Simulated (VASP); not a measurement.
Here is the system:

```
Ta
1.0
   -1.65901     1.65901     1.65901
    1.65901    -1.65901     1.65901
    1.65901     1.65901    -1.65901
Ta
1
Direct
  0.00000   0.00000   0.00000
```

Level of theory: PBE GGA, VASP's PBE PAW potentials (set 64) (plane waves; VASP 6.6.1). Run with 500 eV cut-off, 15×15×15 Γ-centred mesh, first-order Methfessel-Paxton smearing of 0.10 eV, potentials Ta_pv.

Energy and stress use the plane-wave basis of the starting cell.

The ions, cell shape and volume at an external pressure of 5.0 GPa are relaxed. Which structure does the run end with?

```
Ta
1.0
   -1.64590     1.64590     1.64590
    1.64590    -1.64590     1.64590
    1.64590     1.64590    -1.64590
Ta
1
Cartesian
  0.00000   0.00000   0.00000
```
Space group Im-3m (229), at a tolerance of 0.03 Å.

How do energy and volume change from the first to the last step?

The energy (σ→0) changes by +6.1 meV/atom and the volume by -2.4 %, in 3 ionic steps.

The compound is Ta in the bcc structure. This run relaxes it under an external pressure of 5 GPa. Symmetry was kept, so distortions that lower it aren't found.
